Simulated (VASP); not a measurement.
```
CELL_PARAMETERS angstrom
      3.14381    -5.44765     0.00000
      1.57295     2.72443     0.00000
      0.00000     0.00000     5.09262
ATOMIC_POSITIONS crystal
  Ga 0.33534 0.33534 0.50197
  Ga 0.16466 0.66466 0.00197
  N  0.34028 0.34028 0.88460
  N  0.15972 0.65972 0.38460
  N  0.82573 0.32573 0.87588
  N  0.67427 0.67427 0.37588
  Al 0.83106 0.33106 0.50155
  Al 0.66894 0.66894 0.00155
```

All values below come from PBEsol GGA, VASP's PBE PAW potentials (set 64) (plane waves; VASP 6.6.1). Settings: 520 eV cut-off, 5×9×5 Γ-centred mesh, tetrahedra with Blöchl corrections, potentials Ga_d N Al.

The cores are frozen, which limits the accuracy of field gradients.

Give the principal components of the electric field gradient (V/Å²) and the asymmetry η at each nucleus.

```
atom    Vxx   Vyy    Vzz     η
----  -----  ----  -----  ----
Ga1    -5.4  -3.6    9.0  0.20
Ga2    -5.4  -3.6    9.0  0.20
N3     10.3   8.2  -18.5  0.11
N4     10.3   8.2  -18.5  0.11
N5    -10.5  -9.6   20.1  0.04
N6    -10.5  -9.6   20.1  0.04
Al7    -1.6  -1.4    3.0  0.04
Al8    -1.6  -1.4    3.0  0.05
```

The structure was generated: Al2Ga2N4 was put into an ordered model structure (Pmn2_1), which need not be its known phase. It was relaxed first.
